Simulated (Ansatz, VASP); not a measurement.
# AlCo: VASP beside Ansatz, part 2 of 2

Wanted: the spread between two codes on one cell, functional and k mesh. The cell is taken from a series of runs on this material, whose earlier steps may have relaxed, scaled, displaced or heated it; both programs get it as it stands.

VASP 6.6.1 and Ansatz 0.2.0.

So far. Step 5 (Ansatz: single point, PBE, pair 2): The run ends at a pressure of 92.26 GPa. Step 6 (VASP: single point, PBE, pair 2): The run ends at a pressure of 92.27 GPa.

### Step 7. Comparison

What differs besides the data sets and the points named for the pairs above, as far as they apply: the data sets hold 20 valence electrons in Ansatz (on its PAW soft_1 files) and 12 in VASP. Total energies have different zeros and are not compared.

Compared:

| quantity | Ansatz | VASP | difference |
| --- | --- | --- | --- |
| pressure (GPa) | 92.26 | 92.27 | -0.01 |

### Step 8. Ansatz: single point, PBE, pair 3

With cell and atoms fixed, the geometry can't cause a difference; cores, projectors, grids and the points listed under the comparison can. The cell compared in this pair holds 20.84 Å³, against 17.48 Å³ for the pair before.

The cell is taken from a series of runs on this material, whose earlier steps may have relaxed, scaled, displaced or heated it; both programs get it as it stands.

File input.yaml:

```yaml
crystal:
  lattice:
    - [2.75201949, 0.0, 0.0]
    - [0.0, 2.75201949, 0.0]
    - [0.0, 0.0, 2.75201949]
  atoms:
    - { symbol: Al, position: [0.0, 0.0, 0.0] }
    - { symbol: Co, position: [0.5, 0.5, 0.5] }
kpoints:
  mp_grid: { grid: [15, 15, 15] }
hamiltonian:
  xc: pbe
  pseudopotentials: { kind: paw, azcp: { folder: soft_1 } }
scf:
  occupations: { method: fermi_dirac, width: 0.05 }
  max_iter: 120
  convergence: { dr2_threshold: 1.0e-08 }
basis:
  ecutwfc: 420.0
output:
  stress: true
```

Started as:

```sh
> ansatz run input.yaml --threads 1 --pin off --max-ram 2560MiB --backend cpu --events-out ev --progress --plain --runs-dir out
```

Numbers of over 12 decimals in the logs are rounded to 6 here.

Log:

```text
[...]
Crystal: 2 atoms, lattice volume = 20.843 Å³
Basis set: ecut = 420 eV, 437 PW (Γ)
Bands: 14, of which v1, the nominal top of the filled ones, is band 10 counted from 1 (9 counted from 0)
Symmetry: 48 space group operations
[...]
k-points: 120 of 3375
[...]
SCF iter   1: F=—  HF=-5664.870728 eV  |F-HF|=—  |Δ(HF+E_count)|=         —  Δρ=7.19e-2  dr2=8.41e-1  ethr=3.10e-3  ⟨swp⟩=4.8  Hψ=7962  notcnv=0
[...]
SCF iter   7: F=-5664.687665 eV  HF=-5664.687665 eV  |F-HF|=1.08e-9  |Δ(HF+E_count)|=   4.88e-8  Δρ=3.30e-6  dr2=1.23e-9  ethr=5.00e-11  ⟨swp⟩=4.1  Hψ=5760  notcnv=0
SCF 1 converged in 7 iterations: F = -5664.687665 eV  dr2 = 1.23e-9
[...]
SCF converged after 7 iterations
Free energy (F): -5664.687665 eV
[...]
Internal energy: -5664.682384 eV  (E = F + TS)
E sigma→0 (E₀):  -5664.685024 eV
Entropy (-TS):   -0.005281 eV (-2.640 meV/atom)
Fermi energy:    16.386861 eV
[...]
--- Stress (GPa, compression-positive) ---
       24.042715      -0.000000       0.000000
       -0.000000      24.042715       0.000000
        0.000000      -0.000000      24.042715
  P = ⅓ Tr σ = 24.0427 GPa (240.427 kbar)
```

The run ends at a pressure of 24.04 GPa.

### Step 9. VASP: single point, PBE, pair 3

The same cell, functional, mesh and smearing now go to VASP, with its own data sets.

File INCAR:

```
SYSTEM = AlCo
PREC = Accurate
ENCUT = 600
EDIFF = 1E-06
NELM = 120
ISMEAR = -1
SIGMA = 0.05
LREAL = .FALSE.
ALGO = Normal
GGA = PE
NBANDS = 12
LASPH = .TRUE.
LORBIT = 11
LWAVE = .FALSE.
LCHARG = .FALSE.
ISIF = 2
GGA_COMPAT = .FALSE.
```

File POSCAR:

```
AlCo
1.0
    2.7520194900      0.0000000000      0.0000000000
    0.0000000000      2.7520194900      0.0000000000
    0.0000000000      0.0000000000      2.7520194900
Al Co
1 1
Direct
    0.0000000000      0.0000000000      0.0000000000
    0.5000000000      0.5000000000      0.5000000000
```

File KPOINTS:

```
Automatic mesh
0
Gamma
15 15 15
0 0 0
```

The projector-augmented-wave data sets are Al and Co (PBE family, release 64).

Started as:

```sh
> mpirun -np 1 vasp_std
```

Log:

```text
[... set-up lines as in an earlier step ...]
 entering main loop
       N       E                     dE             d eps       ncg     rms          rms(c)
DAV:   1     0.420727778572E+02    0.42073E+02   -0.59029E+03  2888   0.121E+03
DAV:   2    -0.117060222548E+02   -0.53779E+02   -0.49403E+02  2940   0.196E+02
DAV:   3    -0.135150086797E+02   -0.18090E+01   -0.17955E+01  3480   0.427E+01
DAV:   4    -0.135422050291E+02   -0.27196E-01   -0.27187E-01  3232   0.468E+00
[...]
DAV:  10    -0.118318857274E+02    0.25035E-03   -0.55762E-04  3780   0.263E-01    0.156E-01
DAV:  11    -0.118318656341E+02    0.20093E-04   -0.22526E-05  3588   0.400E-02    0.139E-02
DAV:  12    -0.118318661694E+02   -0.53528E-06   -0.22146E-06  2332   0.190E-02
   1 F= -.11831866E+02 E0= -.11829202E+02  d E =-.532828E-02
```

OUTCAR, selected parts (step 9):

```text
  Total        3.1200857      3.1200857      3.1200857      0.0000000      0.0000000     -0.0000000
  in kB      239.8405413    239.8405413    239.8405413      0.0000000      0.0000000     -0.0000000
  external PRESSURE =     239.8405413 kB  Pullay stress =       0.0000000 kB

 POSITION                                       TOTAL-FORCE (eV/Angst)
 -----------------------------------------------------------------------------------
      0.00000      0.00000      0.00000         0.000000      0.000000      0.000000
      1.37601      1.37601      1.37601         0.000000      0.000000      0.000000
 -----------------------------------------------------------------------------------
    total drift:                                0.000000     -0.000000     -0.000000

  FREE ENERGIE OF THE ION-ELECTRON SYSTEM (eV)
  ---------------------------------------------------
  free  energy   TOTEN  =       -11.8318661694 eV

  energy  without entropy=      -11.8265378919  energy(sigma->0) =      -11.82920203

[... 1 part as in an earlier step ...]

[... 2 further parts left out ...]
[key lines of the parts left out:]
E-fermi :  12.0593
```

The run ends at a pressure of 23.98 GPa.

### Step 10. Side by side

What differs besides the data sets and the points named for the pairs above, as far as they apply: the data sets hold 20 valence electrons in Ansatz (on its PAW soft_1 files) and 12 in VASP. Total energies have different zeros and are not compared.

Compared:

| quantity | Ansatz | VASP | difference |
| --- | --- | --- | --- |
| pressure (GPa) | 24.04 | 23.98 | +0.06 |

### Step 11. Summary of results

```yaml
difference_in_pressure_single_point_pbe_pair_1: -0.58 GPa
difference_in_pressure_single_point_pbe_pair_2: -0.011 GPa
difference_in_pressure_single_point_pbe_pair_3: 0.059 GPa
```

**Reading.** The difference in pressure is -0.58 GPa (single point, PBE, pair 1), within the 1 GPa picked in this series as the mark of a large difference. The data sets hold unlike numbers of valence electrons (20 in Ansatz and 12 in VASP), so part of the differences comes from the potentials. 5 further runs of this series are not shown here. Such differences can come from data sets, numerical settings and the points named under the comparisons, not from the functional's error against experiment.

[Lines on the potential files, build, host, timing and source positions are cut from VASP's logs without a mark.]

[Logs are printed without paths, hosts, clocks, repeated set-up lines and the standing remarks that a program may print on its own settings, such as how far it seeks lower states.]

[Hosts, paths, dates, database ids (printed as entryN), source tags and the programs' standing remarks are cut or masked in the printed files.]
